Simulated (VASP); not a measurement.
# Lattice of Al2Au, functional by functional

Which functional gives which lattice for Al2Au? The starting structure is a measured crystal structure from the Crystallography Open Database. The first relaxation on each setting starts from this cell expanded by 3 % in volume.

Program: VASP 6.6.1. Level of theory: Kohn-Sham DFT with plane waves and PAW; PBEsol, LDA, PBE, PBEsol + D3(BJ), r2SCAN and r2SCAN + rVV10. Results are calculated unless marked as measured.

### Step 1. Starting point

Symmetry: Fm-3m, No. 225, cubic system. Conventional cell: a = 6.000 Å, b = 6.000 Å, c = 6.000 Å, α = 90.00°, β = 90.00°, γ = 90.00°. Nearest to Au lie 8 Al at 2.60 Å. Nearest to Al lie 4 Au at 2.60 Å. Farther neighbours are not listed.

Structure file:

```
Au Al
1.0
     0.00000    3.00000    3.00000
     3.00000    0.00000    3.00000
     3.00000    3.00000    0.00000
Au Al
1 2
Direct
  0.00000 0.00000 0.00000
  0.75000 0.75000 0.75000
  0.25000 0.25000 0.25000
```

### Step 2. Relaxation with PBEsol

PBEsol restores the gradient expansion of exchange and is tuned for the cells of solids. This run starts from the cell of an earlier relaxation, which isn't shown; the restart sets up the plane waves anew.

Input file INCAR:

```
SYSTEM = Al2Au
PREC = Accurate
ENCUT = 450
EDIFF = 1E-06
NELM = 100
ISMEAR = 1
SIGMA = 0.15
LREAL = .FALSE.
ALGO = Normal
GGA = PS
NBANDS = 14
LASPH = .TRUE.
LORBIT = 11
LWAVE = .FALSE.
LCHARG = .FALSE.
KPAR = 4
IBRION = 2
NSW = 50
ISIF = 3
EDIFFG = -0.006
```

Input file POSCAR:

```
Al2Au
1.0
    0.0000000000      3.0005690638      3.0005690638
    3.0005690638      0.0000000000      3.0005690638
    3.0005690638      3.0005690638      0.0000000000
Au Al
1 2
Direct
    0.0000000000      0.0000000000      0.0000000000
    0.7500000000      0.7500000000      0.7500000000
    0.2500000000      0.2500000000      0.2500000000
```

Input file KPOINTS:

```
Automatic mesh
0
Gamma
10 10 10
0 0 0
```

Potentials, in the order of the species: Au and Al (PBE family, release 64).

The run is started by

```
$ mpirun -np 4 vasp_std
```

The log of the run:

```text
[banner, memory and clock lines left out]
running    4 mpi-ranks, on    1 nodes
 distrk:  each k-point on    1 cores,    4 groups
 distr:  one band on    1 cores,    1 groups

 POSCAR found type information on POSCAR AuAl
 POSCAR found :  2 types and       3 ions
|                                                                             |
|               ----> ADVICE to this user running VASP <----                  |
|                                                                             |
|     You enforced a specific xc type in the INCAR file but a different       |
|     [... a line on the potential file left out ...]
|     I HOPE YOU KNOW WHAT YOU ARE DOING!                                     |
|                                                                             |

 LDA part: xc-table for (Slater+PW92), standard interpolation
 POSCAR, INCAR and KPOINTS ok, starting setup
 FFT: planning ... GRIDC
 FFT: planning ... GRID_SOFT
 FFT: planning ... GRID
 WAVECAR not read
 entering main loop
       N       E                     dE             d eps       ncg     rms          rms(c)
DAV:   1     0.492195270329E+02    0.49220E+02   -0.63966E+03  1364   0.888E+02
DAV:   2    -0.134988501056E+02   -0.62718E+02   -0.57060E+02  1598   0.174E+02
DAV:   3    -0.148503903608E+02   -0.13515E+01   -0.13460E+01  1676   0.248E+01
DAV:   4    -0.148601355592E+02   -0.97452E-02   -0.97444E-02  1520   0.250E+00
DAV:   5    -0.148603069863E+02   -0.17143E-03   -0.17143E-03  1752   0.341E-01    0.931E+00
DAV:   6    -0.136022857669E+02    0.12580E+01   -0.57584E+00  1526   0.252E+01    0.397E+00
DAV:   7    -0.135144466201E+02    0.87839E-01   -0.27055E-01  1394   0.561E+00    0.181E+00
DAV:   8    -0.134794582456E+02    0.34988E-01   -0.25399E-02  1646   0.104E+00    0.423E-01
DAV:   9    -0.134777891100E+02    0.16691E-02   -0.32539E-03  1574   0.609E-01    0.199E-01
DAV:  10    -0.134778482672E+02   -0.59157E-04   -0.15217E-04  1574   0.964E-02    0.383E-02
DAV:  11    -0.134778412226E+02    0.70447E-05   -0.76360E-06  1682   0.227E-02    0.132E-02
DAV:  12    -0.134778411659E+02    0.56626E-07   -0.83977E-07  1120   0.710E-03
   1 F= -.13477841E+02 E0= -.13478143E+02  d E =-.134778E+02
 curvature:   0.00 expect dE= 0.000E+00 dE for cont linesearch  0.000E+00
 trial: gam= 0.00000 g(F)=  0.113E-45 g(S)=  0.335E-05 ort = 0.000E+00 (trialstep = 0.100E+01)
 search vector abs. value=  0.335E-05
 reached required accuracy - stopping structural energy minimisation
```

It took 6.8 s on 4 MPI ranks of Intel Xeon Platinum 8488C (Sapphire Rapids), shared host; peak memory 0.69 GiB.

The logs omit lines about the potential files and the build; timing stands in the text.

Parts of OUTCAR (step 2):

```text
ion  position               nearest neighbor table
   1  0.000  0.000  0.000-   2 2.60   2 2.60   2 2.60   3 2.60   3 2.60   3 2.60   3 2.60   2 2.60

  LATTYP: Found a face centered cubic cell.
 ALAT       =     6.0011381276

 Subroutine GETGRP returns: Found 48 space group operations
 (whereof 48 operations were pure point group operations)

The static configuration has the point symmetry O_h .

 Found     47 irreducible k-points:

   k-points           NKPTS =     47   k-points in BZ     NKDIM =     47   number of bands    NBANDS=     14

   dimension x,y,z NGX =    30 NGY =   30 NGZ =   30
   dimension x,y,z NGXF=    60 NGYF=   60 NGZF=   60

   ENCUT  =  450.0 eV  33.07 Ry    5.75 a.u.   7.34  7.34  7.34*2*pi/ulx,y,z

   NELECT =      17.0000    total number of electrons

 k-points in reciprocal lattice and weights: Automatic mesh
   0.00000000  0.00000000  0.00000000       0.001
   0.10000000  0.00000000  0.00000000       0.008
   0.20000000  0.00000000  0.00000000       0.008
   0.30000000  0.00000000  0.00000000       0.008
   0.40000000  0.00000000  0.00000000       0.008
   0.50000000  0.00000000  0.00000000       0.004
   0.10000000  0.10000000  0.00000000       0.006
   0.20000000  0.10000000  0.00000000       0.024
   0.30000000  0.10000000  0.00000000       0.024
[...]
-0.30000000  0.40000000  0.20000000       0.024
  -0.30000000  0.50000000  0.20000000       0.012

 average (electrostatic) potential at core
       1 -67.3519       2 -72.6730       3 -72.6730

 E-fermi :   7.6552

 k-point     1 :       0.0000    0.0000    0.0000
  band No.  band energies     occupation
    ...
      2       1.0831      2.00000
      3       1.0831      2.00000
      4       1.0831      2.00000
      5       2.0444      2.00000
      6       2.0444      2.00000
      7       9.9520     -0.00000
      8      10.6072     -0.00000
      9      10.6072     -0.00000
     10      10.6072     -0.00000
     11      11.6099      0.00000
    ...

 k-point     2 :       0.1000    0.0000    0.0000
  band No.  band energies     occupation
    ...
      2       1.0402      2.00000
      3       1.1161      2.00000
      4       1.1161      2.00000
      5       2.0373      2.00000
      6       2.0373      2.00000
      7       8.7688     -0.00000
      8      10.1126     -0.00000
      9      10.1126     -0.00000
     10      10.1437     -0.00000
     11      12.1450      0.00000
    ...

 k-point     3 :       0.2000    0.0000    0.0000
  band No.  band energies     occupation
    ...
      3       1.1963      2.00000
      4       1.1963      2.00000
      5       2.0322      2.00000
      6       2.0322      2.00000
      7       6.6506      2.00000
      8       9.3761     -0.00000
      9       9.3761     -0.00000
     10      10.3544     -0.00000
     11      12.2448      0.00000
     12      12.2448      0.00000
    ...

  Total        0.0083367      0.0083367      0.0083367      0.0000000      0.0000000     -0.0000000
  in kB        0.2472101      0.2472101      0.2472101      0.0000000      0.0000000     -0.0000000
  external PRESSURE =       0.2472101 kB  Pullay stress =       0.0000000 kB

  energy-cutoff  :      450.00
  volume of cell :       54.03
      direct lattice vectors                 reciprocal lattice vectors
     0.000000000  3.000569064  3.000569064    -0.166635058  0.166635058  0.166635058
     3.000569064  0.000000000  3.000569064     0.166635058 -0.166635058  0.166635058
     3.000569064  3.000569064  0.000000000     0.166635058  0.166635058 -0.166635058

 POSITION                                       TOTAL-FORCE (eV/Angst)
 -----------------------------------------------------------------------------------
      0.00000      0.00000      0.00000        -0.000000      0.000000     -0.000000
      4.50085      4.50085      4.50085        -0.000000     -0.000000     -0.000000
      1.50028      1.50028      1.50028         0.000000      0.000000      0.000000
 -----------------------------------------------------------------------------------
    total drift:                                0.000000     -0.000000     -0.000000

  FREE ENERGIE OF THE ION-ELECTRON SYSTEM (eV)
  ---------------------------------------------------
  free  energy   TOTEN  =       -13.4778411659 eV

  energy  without entropy=      -13.4787464782  energy(sigma->0) =      -13.47814294

 reached required accuracy - stopping structural energy minimisation

 total charge
# of ion       s       p       d       tot
------------------------------------------
    1        0.754   0.696   8.546   9.996
    2        0.394   0.356   0.000   0.750
    3        0.394   0.356   0.000   0.750
--------------------------------------------------
tot          1.542   1.408   8.546  11.495

[... 3 further parts left out ...]
```

CONTCAR:

```
Al2Au
   1.00000000000000
     0.0000000000000000    3.0005690638000000    3.0005690638000000
     3.0005690638000000    0.0000000000000000    3.0005690638000000
     3.0005690638000000    3.0005690638000000    0.0000000000000000
  Au              Al
     1     2
Direct
     0.0000000000000000    0.0000000000000000    0.0000000000000000
     0.7500000000000000    0.7500000000000000    0.7500000000000000
     0.2500000000000000    0.2500000000000000    0.2500000000000000
```

This run has no spin polarisation. Its electron count is odd, so without a moment it is a metal by construction. The PAW data sets were made with PBE, which is usual practice but a small mismatch for other functionals. The run keeps the 48 symmetry operations of its start, so it cannot find a distortion of lower symmetry.

With PBEsol the relaxed cell holds 18.010 Å³ an atom, +0.06 % against the measured cell, with a = 6.001 Å.

### Step 3. Relaxation with LDA

LDA, the lowest rung, knows the local density alone. This run starts from the cell of an earlier relaxation, which isn't shown; the restart sets up the plane waves anew.

INCAR, as its differences from that of step 2:

```diff
@@ -9,3 +9,3 @@
 ALGO = Normal
-GGA = PS
+GGA = CA
 NBANDS = 14
```

Input file POSCAR:

```
Al2Au
1.0
    0.0000000000      2.9806826307      2.9806826307
    2.9806826307      0.0000000000      2.9806826307
    2.9806826307      2.9806826307      0.0000000000
Au Al
1 2
Direct
    0.0000000000      0.0000000000      0.0000000000
    0.7500000000      0.7500000000      0.7500000000
    0.2500000000      0.2500000000      0.2500000000
```

KPOINTS is that of step 2.

The projector-augmented-wave data sets are Au and Al (LDA family, release 64).

The run is started by

```
$ mpirun -np 4 vasp_std
```

The log of the run:

```text
[banner, memory and clock lines left out]
running    4 mpi-ranks, on    1 nodes
[...]
LDA part: xc-table for (Slater(with rela. corr.)+CA(PZ))
 , standard interpolation
 POSCAR, INCAR and KPOINTS ok, starting setup
[...]
entering main loop
       N       E                     dE             d eps       ncg     rms          rms(c)
DAV:   1     0.511570353339E+02    0.51157E+02   -0.65129E+03  1372   0.892E+02
DAV:   2    -0.142479677573E+02   -0.65405E+02   -0.60099E+02  1498   0.177E+02
DAV:   3    -0.156428717915E+02   -0.13949E+01   -0.13799E+01  1738   0.251E+01
DAV:   4    -0.156522030089E+02   -0.93312E-02   -0.93299E-02  1502   0.243E+00
[...]
DAV:  10    -0.142910535867E+02   -0.14871E-04   -0.13138E-04  1574   0.933E-02    0.394E-02
DAV:  11    -0.142910478111E+02    0.57756E-05   -0.60762E-06  1664   0.192E-02    0.131E-02
DAV:  12    -0.142910476694E+02    0.14173E-06   -0.73094E-07   952   0.881E-03
   1 F= -.14291048E+02 E0= -.14291306E+02  d E =-.142910E+02
[...]
reached required accuracy - stopping structural energy minimisation
```

It took 5.8 s on 4 MPI ranks; peak memory 0.63 GiB; 20 s of CPU time.

OUTCAR, selected parts (step 3):

```text
  Total       -0.0025767     -0.0025767     -0.0025767     -0.0000000     -0.0000000      0.0000000
  in kB       -0.0779461     -0.0779461     -0.0779461     -0.0000000     -0.0000000      0.0000000
  external PRESSURE =      -0.0779461 kB  Pullay stress =       0.0000000 kB

 POSITION                                       TOTAL-FORCE (eV/Angst)
 -----------------------------------------------------------------------------------
      0.00000      0.00000      0.00000        -0.000000      0.000000     -0.000000
      4.47102      4.47102      4.47102        -0.000000     -0.000000     -0.000000
      1.49034      1.49034      1.49034         0.000000      0.000000      0.000000
 -----------------------------------------------------------------------------------
    total drift:                                0.000000     -0.000000     -0.000000

  FREE ENERGIE OF THE ION-ELECTRON SYSTEM (eV)
  ---------------------------------------------------
  free  energy   TOTEN  =       -14.2910476694 eV

  energy  without entropy=      -14.2918214795  energy(sigma->0) =      -14.29130561

[... 2 parts as in an earlier step ...]

[... 2 further parts left out ...]
[key lines of the parts left out:]
E-fermi :   7.7962
```

With LDA the relaxed cell holds 17.655 Å³ an atom, -1.92 % against the measured cell, with a = 5.961 Å. That is -1.98 % from PBEsol.

### Step 4. Relaxation with PBE

PBE, the usual starting point, adds the gradient of the density.

INCAR, as its differences from that of step 3:

```diff
@@ -9,3 +9,3 @@
 ALGO = Normal
-GGA = CA
+GGA = PE
 NBANDS = 14
```

Input file POSCAR:

```
Al2Au
1.0
    0.0000000000      3.0297049021      3.0297049021
    3.0297049021      0.0000000000      3.0297049021
    3.0297049021      3.0297049021      0.0000000000
Au Al
1 2
Direct
    0.0000000000      0.0000000000      0.0000000000
    0.7500000000      0.7500000000      0.7500000000
    0.2500000000      0.2500000000      0.2500000000
```

KPOINTS is that of step 3.

The projector-augmented-wave data sets are Au and Al (PBE family, release 64).

The run is started by

```
$ mpirun -np 4 vasp_std
```

The log of the run:

```text
[banner, memory and clock lines left out]
running    4 mpi-ranks, on    1 nodes
[...]
LDA part: xc-table for (Slater+PW92), standard interpolation
 POSCAR, INCAR and KPOINTS ok, starting setup
[...]
entering main loop
       N       E                     dE             d eps       ncg     rms          rms(c)
DAV:   1     0.487333618550E+02    0.48733E+02   -0.63428E+03  1380   0.885E+02
DAV:   2    -0.118801762589E+02   -0.60614E+02   -0.55433E+02  1574   0.171E+02
DAV:   3    -0.132421054369E+02   -0.13619E+01   -0.13563E+01  1688   0.246E+01
DAV:   4    -0.132520616961E+02   -0.99563E-02   -0.99555E-02  1514   0.253E+00
[...]
DAV:  11    -0.120246616213E+02    0.48850E-05   -0.70149E-06  1724   0.209E-02    0.140E-02
DAV:  12    -0.120246634039E+02   -0.17826E-05   -0.44659E-06  1420   0.126E-02    0.309E-03
DAV:  13    -0.120246634546E+02   -0.50658E-07   -0.12938E-07   916   0.350E-03
   1 F= -.12024663E+02 E0= -.12025098E+02  d E =-.120247E+02
[...]
N       E                     dE             d eps       ncg     rms          rms(c)
DAV:   1    -0.120248952448E+02   -0.23184E-03   -0.29957E-03  1496   0.559E-01    0.100E-01
DAV:   2    -0.120246715199E+02    0.22372E-03   -0.80527E-04  1484   0.322E-01    0.324E-02
DAV:   3    -0.120246683134E+02    0.32065E-05   -0.18803E-05  1406   0.404E-02    0.170E-02
DAV:   4    -0.120246678461E+02    0.46738E-06   -0.51408E-06  1490   0.121E-02
   2 F= -.12024668E+02 E0= -.12025097E+02  d E =-.439146E-05
 trial-energy change:   -0.000004  1 .order   -0.000009   -0.000026    0.000008
 step:   0.5655(harm=  0.7567)  dis= 0.00000  next Energy=   -12.024670 (dE=-0.659E-05)
 reached required accuracy - stopping structural energy minimisation
```

It took 9.8 s on 4 MPI ranks; peak memory 0.72 GiB.

From OUTCAR (step 4):

```text
  Total        0.0074881      0.0074881      0.0074881      0.0000000     -0.0000000      0.0000000
  in kB        0.2159444      0.2159444      0.2159444      0.0000000     -0.0000000      0.0000000
  external PRESSURE =       0.2159444 kB  Pullay stress =       0.0000000 kB

 POSITION                                       TOTAL-FORCE (eV/Angst)
 -----------------------------------------------------------------------------------
      0.00000      3.02857      3.02857         0.000000     -0.000000      0.000000
      4.54286      4.54286      4.54286         0.000000      0.000000      0.000000
      1.51429      1.51429      1.51429        -0.000000     -0.000000     -0.000000
 -----------------------------------------------------------------------------------
    total drift:                                0.000000      0.000000     -0.000000

  FREE ENERGIE OF THE ION-ELECTRON SYSTEM (eV)
  ---------------------------------------------------
  free  energy   TOTEN  =       -12.0246678461 eV

  energy  without entropy=      -12.0259552574  energy(sigma->0) =      -12.02509698

[... 2 parts as in an earlier step ...]

[... 2 further parts left out ...]
[key lines of the parts left out:]
E-fermi :   7.4508
```

With PBE the relaxed cell holds 18.519 Å³ an atom, +2.88 % against the measured cell, with a = 6.057 Å. That is +2.83 % from PBEsol.

### Step 5. Relaxation with PBEsol + D3(BJ)

D3 with Becke-Johnson damping keeps a finite attraction at short range. This run starts from the cell of an earlier relaxation, which isn't shown; the restart sets up the plane waves anew.

INCAR, as its differences from that of step 4:

```diff
@@ -9,3 +9,4 @@
 ALGO = Normal
-GGA = PE
+GGA = PS
+IVDW = 12
 NBANDS = 14
```

Input file POSCAR:

```
Al2Au
1.0
    0.0000000000      2.9717957237      2.9717957237
    2.9717957237      0.0000000000      2.9717957237
    2.9717957237      2.9717957237      0.0000000000
Au Al
1 2
Direct
    0.0000000000      0.0000000000      0.0000000000
    0.7500000000      0.7500000000      0.7500000000
    0.2500000000      0.2500000000      0.2500000000
```

KPOINTS is that of step 4.

The run is started by

```
$ mpirun -np 4 vasp_std
```

The log of the run:

```text
[banner, memory and clock lines left out]
running    4 mpi-ranks, on    1 nodes
[...]
[... a notice as in an earlier step ...]

 LDA part: xc-table for (Slater+PW92), standard interpolation
 POSCAR, INCAR and KPOINTS ok, starting setup
[...]
entering main loop
       N       E                     dE             d eps       ncg     rms          rms(c)
DAV:   1     0.480847900277E+02    0.48085E+02   -0.64399E+03  1380   0.888E+02
DAV:   2    -0.135659344403E+02   -0.61651E+02   -0.56335E+02  1540   0.173E+02
DAV:   3    -0.148772935916E+02   -0.13114E+01   -0.12928E+01  1692   0.244E+01
DAV:   4    -0.148873791184E+02   -0.10086E-01   -0.10085E-01  1550   0.247E+00
[...]
DAV:  10    -0.134609615343E+02   -0.60104E-04   -0.14904E-04  1538   0.967E-02    0.381E-02
DAV:  11    -0.134609540815E+02    0.74529E-05   -0.70541E-06  1706   0.217E-02    0.129E-02
DAV:  12    -0.134609540495E+02    0.31928E-07   -0.71266E-07  1060   0.630E-03
   1 F= -.14631181E+02 E0= -.14631381E+02  d E =-.146312E+02
[...]
reached required accuracy - stopping structural energy minimisation
```

Elapsed: 6.2 s, on 4 MPI ranks; peak memory 0.74 GiB.

Parts of OUTCAR (step 5):

```text
 Edisp (eV)   -1.17023

  Total       0.01018     0.01018     0.01018     0.00000     0.00000    -0.00000
  in kB       0.31071     0.31071     0.31071     0.00000     0.00000    -0.00000
  external pressure =        0.31 kB  Pullay stress =        0.00 kB

 POSITION                                       TOTAL-FORCE (eV/Angst)
 -----------------------------------------------------------------------------------
      0.00000      0.00000      0.00000         0.000000      0.000000      0.000000
      4.45769      4.45769      4.45769        -0.000000      0.000000      0.000000
      1.48590      1.48590      1.48590         0.000000     -0.000000     -0.000000
 -----------------------------------------------------------------------------------
    total drift:                                0.000000     -0.000000     -0.000000

  FREE ENERGIE OF THE ION-ELECTRON SYSTEM (eV)
  ---------------------------------------------------
  free  energy   TOTEN  =       -14.6311808458 eV

  energy  without entropy=      -14.6317805788  energy(sigma->0) =      -14.63138076

[... 2 parts as in an earlier step ...]

[... 2 further parts left out ...]
[key lines of the parts left out:]
E-fermi :   7.9906
```

With PBEsol + D3(BJ) the relaxed cell holds 17.497 Å³ an atom, -2.79 % against the measured cell, with a = 5.944 Å. That is -2.85 % from PBEsol.

[end of part 1 of 2]

[Lines on the potential files, build, host, timing and source positions are cut from VASP's logs without a mark.]

[Logs are printed without paths, hosts, clocks, repeated set-up lines and the standing remarks that a program may print on its own settings, such as how far it seeks lower states.]

[Hosts, paths, dates, database ids (printed as entryN), source tags and the programs' standing remarks are cut or masked in the printed files.]
